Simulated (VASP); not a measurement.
Calculation: PBEsol GGA, VASP's PBE PAW potentials (set 64) (plane waves; VASP).

A VASP calculation is set up with these files.

**KPOINTS**
```
Automatic mesh
0
Gamma
4 4 8
0 0 0
```

**INCAR**
```
! general
SYSTEM  = Cd3HgSe4
PREC    = Accurate
ENCUT   = 400   ! plane-wave cut-off (eV)
LREAL   = .FALSE.   ! projection in real space or not
LASPH   = .TRUE.   ! aspherical one-centre terms

! electronic loop
EDIFF   = 1E-6   ! SCF stop (eV)
NELM    = 100
ALGO    = Normal   ! blocked Davidson
LMAXMIX = 6   ! l cut-off of mixed one-centre charges

! smearing
ISMEAR  = 1   ! Methfessel-Paxton
SIGMA   = 0.1

! functional
GGA     = PS

! ions
IBRION  = 2   ! conjugate gradients
NSW     = 60
ISIF    = 3   ! ions, shape and volume
EDIFFG  = -0.02

! output
LWAVE   = .FALSE.
LCHARG  = .FALSE.
```

**POSCAR**
```
Cd3HgSe4
1
    0.0024524076     6.0979551567     6.0913158132
    6.0979551567     0.0024524076     6.0913158132
    3.0502037822     3.0502037822     0.0000000000
Hg Se Cd
1 4 3
Direct
  0.9999025005   0.9999025005   0.0001949991
  0.1265171549   0.1265171549   0.2469656902
  0.1257594305   0.6225944093   0.2516461602
  0.6225944093   0.1257594305   0.2516461602
  0.6250282411   0.6250282411   0.2499435179
  0.9995291256   0.5004503423   0.0000205321
  0.5004503423   0.9995291256   0.0000205321
  0.5002187959   0.5002187959   0.9995624082
```

POTCAR, in this order: Hg Se Cd (PBE.64 set). Program: vasp_std.

Output of the run:

**OSZICAR**
```
       N       E                     dE             d eps       ncg     rms          rms(c)
DAV:   1     0.445968306198E+03    0.44597E+03   -0.29674E+04  2838   0.123E+03
DAV:   2     0.358230516856E+01   -0.44239E+03   -0.43321E+03  3157   0.329E+02
DAV:   3    -0.244341582274E+02   -0.28016E+02   -0.27872E+02  3303   0.815E+01
DAV:   4    -0.247635179603E+02   -0.32936E+00   -0.32886E+00  3243   0.830E+00
DAV:   5    -0.247668007690E+02   -0.32828E-02   -0.32818E-02  3276   0.770E-01    0.134E+01
DAV:   6    -0.233708127950E+02    0.13960E+01   -0.33044E+00  3489   0.152E+01    0.104E+01
DAV:   7    -0.233303844357E+02    0.40428E-01   -0.14090E+00  3068   0.496E+00    0.420E+00
DAV:   8    -0.233152055108E+02    0.15179E-01   -0.23660E-01  3059   0.388E+00    0.721E-01
DAV:   9    -0.233121134835E+02    0.30920E-02   -0.34496E-02  3087   0.178E+00    0.214E-01
DAV:  10    -0.233120575867E+02    0.55897E-04   -0.17550E-03  3146   0.341E-01    0.899E-02
DAV:  11    -0.233121138318E+02   -0.56245E-04   -0.38826E-04  3152   0.111E-01    0.370E-02
DAV:  12    -0.233121320780E+02   -0.18246E-04   -0.86729E-05  3058   0.437E-02    0.169E-02
DAV:  13    -0.233121326411E+02   -0.56317E-06   -0.75564E-06  2982   0.165E-02
   1 F= -.23312133E+02 E0= -.23312342E+02  d E =-.233121E+02
       N       E                     dE             d eps       ncg     rms          rms(c)
DAV:   1    -0.233124152576E+02   -0.28318E-03   -0.53716E-02  2988   0.112E+00    0.108E-01
DAV:   2    -0.233122650659E+02    0.15019E-03   -0.84392E-04  3171   0.210E-01    0.376E-02
DAV:   3    -0.233122364717E+02    0.28594E-04   -0.72142E-05  3278   0.521E-02    0.312E-02
DAV:   4    -0.233122287702E+02    0.77014E-05   -0.10417E-05  3157   0.192E-02    0.573E-03
DAV:   5    -0.233122277928E+02    0.97744E-06   -0.23379E-06  1900   0.126E-02
   2 F= -.23312228E+02 E0= -.23312441E+02  d E =-.951517E-04
```

File OUTCAR:
```
------------------------ aborting loop because EDIFF is reached ----------------------------------------
  FORCE on cell =-STRESS in cart. coord.  units (eV):
  Direction    XX          YY          ZZ          XY          YZ          ZX
  --------------------------------------------------------------------------------------
  Total       -0.0251835     -0.0251835     -0.0176706      0.0047930      0.0000000      0.0000000
  in kB       -0.1780424     -0.1780424     -0.1249272      0.0338859      0.0000000      0.0000000
  external PRESSURE =      -0.1603374 kB  Pullay stress =       0.0000000 kB
  volume of cell :      226.62
      direct lattice vectors                 reciprocal lattice vectors
     0.001151271  6.098903162  6.092566791    -0.081997433  0.081997433  0.082067217
     6.098903162  0.001151271  6.092566791     0.081997433 -0.081997433  0.082067217
     3.050027216  3.050027216 -0.000000000     0.163932963  0.163932963 -0.164134434
 POSITION                                       TOTAL-FORCE (eV/Angst)
 -----------------------------------------------------------------------------------
      6.10005      6.10005     12.18345         0.000000      0.000000     -0.008820
      1.52501      1.52501      1.54089         0.000000      0.000000     -0.003959
      4.56502      1.53504      4.55936         0.000460     -0.000460      0.002385
      1.53504      4.56502      4.55936        -0.000460      0.000460      0.002385
      4.57504      4.57504      7.61560         0.000000      0.000000     -0.004954
      6.10430      9.14584      9.13906         0.011412     -0.011412      0.001119
      9.14584      6.10430      9.13906        -0.011412      0.011412      0.001119
      6.10005      6.10005      6.09634        -0.000000     -0.000000      0.010724
 -----------------------------------------------------------------------------------
    total drift:                               -0.000004     -0.000004     -0.000382
  FREE ENERGIE OF THE ION-ELECTRON SYSTEM (eV)
  ---------------------------------------------------
  free  energy   TOTEN  =       -23.3122277928 eV

  energy  without entropy=      -23.3128661782  energy(sigma->0) =      -23.31244059

 reached required accuracy - stopping structural energy minimisation
```
(Selected blocks of OUTCAR.)

File CONTCAR:
```
Cd3HgSe4
   1.00000000000000
     0.0011512705179918    6.0989031617317551    6.0925667906848249
     6.0989031617317551    0.0011512705179918    6.0925667906848249
     3.0500272161748812    3.0500272161748812   -0.0000000000000103
  Hg              Se              Cd
     1     4     3
Direct
     0.9998617176482075    0.9998617176482075    0.0002765648035868
     0.1264564792004337    0.1264564792004337    0.2470870415991326
     0.1257234449477757    0.6226240726304006    0.2516524824218236
     0.6226240726304006    0.1257234449477757    0.2516524824218236
     0.6249911188483812    0.6249911188483812    0.2500177624032323
     0.9994156085415777    0.5006182467344559    0.9999661447239664
     0.5006182467344559    0.9994156085415777    0.9999661447239664
     0.5003093115487552    0.5003093115487552    0.9993813769024825
```

**OUTCAR**
```
 val. band max:        0.9749777200   @ k =   0.0000   0.0000   0.0000

 cond. band min:       0.9988485915   @ k =   0.0000   0.0000   0.0000


 Fermi energy:         0.9901774794

 k-point     1 :       0.0000    0.0000    0.0000
  band No.  band energies     occupation
      1     -11.8545      2.00000
      2     -11.4559      2.00000
      3     -11.4347      2.00000
      4     -11.3132      2.00000
      5      -7.0426      2.00000
      6      -7.0292      2.00000
      7      -7.0260      2.00000
      8      -6.9584      2.00000
      9      -6.9210      2.00000
     10      -6.8707      2.00000
     11      -6.8500      2.00000
     12      -6.7415      2.00000
     13      -6.6922      2.00000
     14      -6.6884      2.00000
     15      -6.6834      2.00000
     16      -6.6499      2.00000
     17      -6.6445      2.00000
     18      -6.5985      2.00000
     19      -6.3778      2.00000
     20      -5.4790      2.00000
     21      -5.2446      2.00000
     22      -5.1684      2.00000
     23      -5.0812      2.00000
     24      -5.0259      2.00000
     25      -3.9689      2.00000
     26      -3.6004      2.00000
     27      -3.3110      2.00000
     28      -1.0284      2.00000
     29      -1.0224      2.00000
     30       0.0745      2.00000
     31       0.1085      2.00000
     32       0.1653      2.00000
     33       0.1870      2.00000
     34       0.9585      1.50813
     35       0.9598      1.48869
     36       0.9750      1.25400
     37       0.9988      0.85385
     38       2.7048     -0.00000
     39       3.1397      0.00000
     40       3.9372      0.00000
     41       4.4197      0.00000
     42       6.6967      0.00000
     43       6.6994      0.00000

 k-point     2 :       0.2500   -0.0000    0.0000
  band No.  band energies     occupation
      1     -11.7992      2.00000
      2     -11.5050      2.00000
      3     -11.4270      2.00000
      4     -11.3317      2.00000
      5      -7.0295      2.00000
...
```

Unless said otherwise, spin-orbit coupling is left out, though it shifts the bands of the heavy elements here.

The structure was generated: Cd3HgSe4 was put into an ordered model structure (Amm2), which need not be its known phase. This run relaxes it. Symmetry was kept, so distortions that lower it aren't found. The start is the result of an earlier pass.
